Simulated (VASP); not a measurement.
A convergence study with VASP on C (diamond): one setting is varied, all else stays as given below, so the limit is that of these other settings.

```
CELL_PARAMETERS angstrom
      0.00000     1.78350     1.78350
      1.78350     0.00000     1.78350
      1.78350     1.78350     0.00000
ATOMIC_POSITIONS crystal
  C  0.00000 0.00000 0.00000
  C  0.25000 0.25000 0.25000
```

These are PBEsol GGA, VASP's PBE PAW potentials (set 64) (plane waves; VASP) values and carry that method's errors. The tightest run used: 700 eV cut-off, 22×22×22 Γ-centred mesh, Gaussian smearing of 0.050 eV, potentials C.

The settings run are 1×1×1 mesh; 2×2×2 mesh; 3×3×3 mesh; 4×4×4 mesh; 5×5×5 mesh; 6×6×6 mesh; 7×7×7 mesh; 8×8×8 mesh; 9×9×9 mesh; 10×10×10 mesh; 11×11×11 mesh; 12×12×12 mesh; 13×13×13 mesh; 14×14×14 mesh; 15×15×15 mesh; 16×16×16 mesh; 17×17×17 mesh; 18×18×18 mesh; 19×19×19 mesh; 20×20×20 mesh; 21×21×21 mesh; 22×22×22 mesh. From which on does the stress (every component) stay within 0.1 GPa of the tightest run?

From 6×6×6 mesh on: it is off by 0.07 there and by no more than 0.1 in any finer run, while 5×5×5 mesh is off by 0.28.
| setting | E (eV/atom) | pressure (GPa) | irreducible k-points | difference judged (GPa) |
|---|---|---|---|---|
| 1×1×1 mesh | 5.4011 | 325.74 | 1 | 330.48 |
| 2×2×2 mesh | -8.0105 | 26.36 | 3 | 31.10 |
| 3×3×3 mesh | -9.3331 | 0.41 | 4 | 5.14 |
| 4×4×4 mesh | -9.5610 | -3.62 | 8 | 1.11 |
| 5×5×5 mesh | -9.6118 | -4.45 | 10 | 0.28 |
| 6×6×6 mesh | -9.6245 | -4.66 | 16 | 0.07 |
| 7×7×7 mesh | -9.6280 | -4.71 | 20 | 0.02 |
| 8×8×8 mesh | -9.6290 | -4.73 | 29 | 0.01 |
| 9×9×9 mesh | -9.6293 | -4.73 | 35 | 0.00 |
| 10×10×10 mesh | -9.6294 | -4.73 | 47 | 0.00 |
| 11×11×11 mesh | -9.6294 | -4.73 | 56 | 0.00 |
| 12×12×12 mesh | -9.6294 | -4.73 | 72 | 0.00 |
| 13×13×13 mesh | -9.6294 | -4.73 | 84 | 0.00 |
| 14×14×14 mesh | -9.6294 | -4.73 | 104 | 0.00 |
| 15×15×15 mesh | -9.6294 | -4.73 | 120 | 0.00 |
| 16×16×16 mesh | -9.6294 | -4.73 | 145 | 0.00 |
| 17×17×17 mesh | -9.6294 | -4.73 | 165 | 0.00 |
| 18×18×18 mesh | -9.6294 | -4.73 | 195 | 0.00 |
| 19×19×19 mesh | -9.6294 | -4.73 | 220 | 0.00 |
| 20×20×20 mesh | -9.6294 | -4.73 | 256 | 0.00 |
| 21×21×21 mesh | -9.6294 | -4.73 | 286 | 0.00 |
| 22×22×22 mesh | -9.6294 | -4.73 | 328 | 0.00 |

Left out are rungs that failed or repeat a setting and relaxations that didn't move; long series are thinned to 24 rows.

The compound is C in the diamond structure. The cell was not relaxed at this level.
